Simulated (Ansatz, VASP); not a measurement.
# Cross-check of AlNi between VASP and Ansatz, part 2 of 2

One calculation is typed for both programs; each brings its own data sets. How far apart do they land? The cell is taken from a series of runs on this material, whose earlier steps may have relaxed, scaled, displaced or heated it; both programs get it as it stands.

VASP 6.6.1 and Ansatz 0.2.0.

So far: Starting point; VASP: zone-centre phonons, PBEsol.

## 3. Ansatz: zone-centre phonons, PBEsol

Level of this step: Ansatz beside VASP: Kohn-Sham DFT, plane waves, PBEsol (Ansatz).

Ansatz runs on its PAW soft_1 files.

The same cell, functional, mesh and smearing now go to Ansatz, which takes its cutoff from its data sets.

input.yaml

```yaml
crystal:
  lattice:
    - [2.8509037308, 0.0, 0.0]
    - [0.0, 2.8509037308, 0.0]
    - [0.0, 0.0, 2.890356477]
  atoms:
    - { symbol: Al, position: [0.0, 0.0, 0.0] }
    - { symbol: Ni, position: [0.5, 0.5, 0.5] }
kpoints:
  mp_grid: { grid: [16, 16, 16] }
hamiltonian:
  xc: pbesol
  pseudopotentials: { kind: paw, azcp: { folder: soft_1 }, xc_functional: pbe }
scf:
  occupations: { method: methfessel_paxton, width: 0.2 }
output:
  eigenvalues: true
phonons:
  method: dfpt
```

Started as:

```sh
$ ansatz run input.yaml --threads 4 --pin off --max-ram 10240MiB --backend cpu --events-out ev --progress --plain --runs-dir out
```

Numbers of over 12 decimals in the logs are rounded to 6 here.

The program printed:

```text
zone centre: on kpoints.mp_grid the ground state, and the responses unless they are solved on pairs of k-points, stand on 729 of the mesh's 4096 k-points, reduced under 8 symmetry operations, with k and −k counted as one. Each operation leaves every solved displacement unchanged or reverses it
Engine: ansatz 0.2.0, x86_64-unknown-linux-gnu
Pseudopotentials: kind: paw
Pseudopotential: Al, paw, valence charge 3, recommended cutoff 420 eV (normal), soft_1/Al.paw.azcp
Pseudopotential: Ni, paw, valence charge 18, recommended cutoff 420 eV (normal), soft_1/Ni.paw.azcp
Functional definition: PBEsol
  exchange = pbesol_x
  correlation = pbesol_c
Crystal: 2 atoms, lattice volume = 23.492 Å³
Basis set: ecut = 420 eV, 461 PW (Γ), exchange–correlation on 40×40×40 points (8 copies of the dense FFT grid, shifted against one another)
Bands: 15, of which v1, the nominal top of the filled ones, is band 11 counted from 1 (10 counted from 0)
Symmetry: 16 space group operations
k-points: 729 of 4096 (irreducible under 8 space group operations)
Non-local potential: Al, projectors of the file, l = 0: 2, l = 1: 2, l = 2: 1
Non-local potential: Ni, projectors of the file, l = 0: 3, l = 1: 2, l = 2: 3, l = 3: 1
PAW form: soft (Blöchl's): semilocal exchange-correlation on the pseudo side does not see the compensation charge
PAW frozen core: Al, regenerated for the run's functional, and the local potential with it (the file was generated under x = pbe(κ = 0.804, μ = 0.219515), c = pbe(β = 0.066725))
PAW frozen core: Ni, regenerated for the run's functional, and the local potential with it (the file was generated under x = pbe(κ = 0.804, μ = 0.219515), c = pbe(β = 0.066725))
PAW one-centre angular grid: Al, 110 points (default); XC on 64 Gauss nodes
PAW one-centre angular grid: Ni, 590 points (default); XC on 64 Gauss nodes
Initial density: superposition of atomic densities (chi_scale 0.1, normalization cell, long waves kept (reshape's long-wave potential 0.00 eV rms))
Initial wavefunctions: pseudopotential atomic-orbital guess
Functional: x = pbesol(κ = 0.804, μ = 0.123457), c = pbesol(β = 0.046)
SCF iter   1: F=—  HF=-6331.233929 eV  |F-HF|=—  |Δ(HF+E_count)|=         —  Δρ=7.76e-2  dr2=1.43e0  ethr=3.10e-3  ⟨swp⟩=4.0  Hψ=48477  notcnv=0
preconditioner: auto → none  [metal: Δε(μ)=0.009 eV  Ē_g=10.244 eV  σ=0.200 eV  W_gap=0.04  n_scr=6 (ndim 8)  ℏωp=27.6 eV  f_vac=0.000  D(μ)=0.58/eV (n_scr^D=0)  sad-step TF]
SCF iter   2: F=—  HF=-6331.081764 eV  |F-HF|=—  |Δ(HF+E_count)|=   1.52e-1  S|Δr|=    0.00e0  Δρ=5.76e-2  dr2=8.51e-1  ethr=3.10e-3  ⟨swp⟩=2.0  Hψ=19561  notcnv=0  defer=165
SCF iter   3: F=—  HF=-6330.891673 eV  |F-HF|=—  |Δ(HF+E_count)|=   1.90e-1  S|Δr|=    0.00e0  Δρ=2.22e-2  dr2=1.04e-1  ethr=3.10e-3  ⟨swp⟩=2.0  Hψ=13892  notcnv=0  defer=165
SCF iter   4: F=—  HF=-6330.873788 eV  |F-HF|=—  |Δ(HF+E_count)|=   1.79e-2  S|Δr|=    0.00e0  Δρ=5.30e-3  dr2=3.80e-3  ethr=4.94e-4  ⟨swp⟩=2.1  Hψ=18953  notcnv=0  defer=145
SCF iter   5: F=—  HF=-6330.873577 eV  |F-HF|=—  |Δ(HF+E_count)|=   2.10e-4  S|Δr|=    0.00e0  Δρ=4.62e-4  dr2=2.26e-5  ethr=1.81e-5  ⟨swp⟩=2.3  Hψ=14875  notcnv=0  defer=145
SCF iter   6: F=—  HF=-6330.873559 eV  |F-HF|=—  |Δ(HF+E_count)|=   1.88e-5  S|Δr|=    0.00e0  Δρ=9.61e-5  dr2=1.08e-6  ethr=1.08e-7  ⟨swp⟩=2.0  Hψ=18535  notcnv=0  defer=145
SCF iter   7: F=—  HF=-6330.873565 eV  |F-HF|=—  |Δ(HF+E_count)|=   6.03e-6  S|Δr|=    0.00e0  Δρ=1.10e-5  dr2=1.77e-8  ethr=5.14e-9  ⟨swp⟩=2.3  Hψ=15798  notcnv=0  defer=145
SCF iter   8: F=—  HF=-6330.873565 eV  |F-HF|=—  |Δ(HF+E_count)|=   3.39e-9  S|Δr|=    0.00e0  Δρ=1.06e-6  dr2=1.55e-10  ethr=8.45e-11  ⟨swp⟩=2.3  Hψ=15874  notcnv=0  defer=145
SCF iter   9: F=-6330.873565 eV  HF=-6330.873565 eV  |F-HF|=9.09e-13  |Δ(HF+E_count)|=  3.91e-11  S|Δr|=    0.00e0  Δρ=6.82e-8  dr2=7.48e-13  ethr=1.00e-12  ⟨swp⟩=6.1  Hψ=46806  notcnv=0
the search or the solves at the SCF's close seem to have found levels that the self-consistency loop had missed (the run counts 2). By its estimate they hold under 1e-12 electrons; where the run keeps them, the occupations were computed again with them
SCF 1 converged in 9 iterations: F = -6330.873565 eV  dr2 = 7.48e-13
  greatest PAW one-centre occupation: 1.001 electrons in one spin orbital (limit 2), on the Ni atom at site 1 (counted from 0), in its partial waves of l = 1
DFPT response loops at Γ: preconditioner auto → Kerker (q_TF=auto, 2.678 Å⁻¹) (partly filled bands, converged f_vac=0.000); β = 1.00, the filter's whole step (`scf.mixing.beta` (0.50) is not read by the response loops under this deck's `scf.mixing.preconditioner`; to damp them name `kerker` or `kerker_dos`, under which they read `scf.mixing.beta`, and type it under 1.00, their step now; both keys bind the ground state too); Broyden in place of MSR1
SCF converged after 9 iterations
Stability not checked: this state was not tested for a lower state beside it, because cold or Methfessel-Paxton smearing, or corrected tetrahedra, fill the levels in a way that the test cannot read (fill_not_monotonic; see scf.lower_state_search)
Free energy (F): -6330.873565 eV
Harris-Foulkes:  -6330.873565 eV  (|F-HF|=9.09e-13)
Internal energy: -6330.874466 eV  (E = F + TS)
E sigma→0 (E₀):  -6330.873790 eV
Entropy (-TS):   0.000901 eV (0.451 meV/atom)
Fermi energy:    14.041299 eV
--- Per-component energies (eV) ---
  E_band       = -334.454893
  E_kinetic    = 369.058200
  E_local      = -3722.234661  (includes V_loc(G=0)·N_el)
  E_nonlocal   = -105.511404
  E_hartree    = 1952.917576
  E_xc         = -151.713658
  E_vxc        = -177.524986  (∫ρ·V_xc dr)
  E_paw        = -2080.794094  (= ΣΔE_a)
  E_vpaw       = -604.077914  (= ΣTr[D̂ρ^β])
  E_aug_tail   = 0.000787  (compensation charges beyond the density's cutoff)
  E_ewald      = -2592.813640
  E_core_change = 0.216428  (= ΣΔE_core)
  E_smearing   = 0.000901  (= −TS)
  E_closure    = -0.000000  (closes the sum)
  Σ components = -6330.873565   (vs F -6330.873565, Δ=0.00e0)
--- Band table (eV; the first three rows and the last of 729) ---
  k-point 0: bands = [... 7 lower, 12.4655, 12.4655, 12.5064, 19.2584, 19.7536, 19.7536, 22.1532, 22.2720]
  k-point 1: bands = [... 7 lower, 12.4348, 12.4348, 12.5096, 18.5143, 19.8478, 19.8478, 22.2733, 22.8559]
  k-point 2: bands = [... 7 lower, 12.3499, 12.3499, 12.5188, 17.1762, 20.1236, 20.1236, 22.2770, 24.0345]
  k-point 728: bands = [... 7 lower, 13.0355, 13.0741, 15.9525, 15.9826, 15.9826, 17.9165, 18.5564, 18.5564]
--- Phonons (Γ-DFPT): 4 representative perturbations + reference, on 729 of 4096 k-points (Σ response iterations 12) ---
  k mesh reduced under 8 symmetry operations, with k and −k counted as one. Each operation leaves every solved displacement unchanged or reverses it
  ASR residual: 3.109e-5 → 0.000e0 eV/Å²; symmetrization residual: 9.676e-7 eV/Å²
  ASR residual per site (eV/Å²): 1.10e-5 3.11e-5
  Γ frequencies (cm⁻¹): 0.00 0.00 0.00 300.28 300.28 301.30
  non-analytic LO–TO correction: not included (Born effective charges unavailable; polar crystals: no LO–TO splitting at Γ)
```

## 4. Side by side

Known differences besides the potentials themselves: the data sets hold 21 valence electrons in Ansatz (on its PAW soft_1 files) and 13 in VASP; the cutoff is 420 eV in Ansatz and 600 eV in VASP; Ansatz makes its cores anew for this functional, VASP keeps those of its PBE data sets. Total energies have different zeros and are not compared.

Both answers:

```csv
quantity,Ansatz,VASP,difference
optical mode 1 to 2 (cm⁻¹),300.3,301.8,-0.49 %
optical mode 3 (cm⁻¹),301.3,302.9,-0.53 %
```

Modes are paired by rising frequency, not by their patterns, so a pair may set unlike modes beside each other; they are those without the splitting of longitudinal modes.

## 5. What came out

```yaml
r_m_s_difference_of_the_optical_zone_centre_modes_each_program_s_sorted_by_frequency_zone_centre_phonons_pbesol: 1.5 cm⁻¹
difference_in_optical_mode_3_zone_centre_phonons_pbesol: -0.5 %
```

The r.m.s. difference of the optical zone-centre modes, each program's sorted by frequency is 1.5 cm⁻¹ (zone-centre phonons, PBEsol). The data sets hold unlike numbers of valence electrons (21 in Ansatz and 13 in VASP), so part of the differences comes from the potentials. Among the rows given in per cent, the largest difference of the zone-centre phonons, PBEsol pair is in optical mode 3, -0.5 %. How closely two codes agree says nothing of how well the functional describes the real material.

[Lines on the potential files, build, host, timing and source positions are cut from VASP's logs without a mark.]

[Logs are printed without paths, hosts, clocks, repeated set-up lines and the standing remarks that a program may print on its own settings, such as how far it seeks lower states.]

[Hosts, paths, dates, database ids (printed as entryN), source tags and the programs' standing remarks are cut or masked in the printed files.]
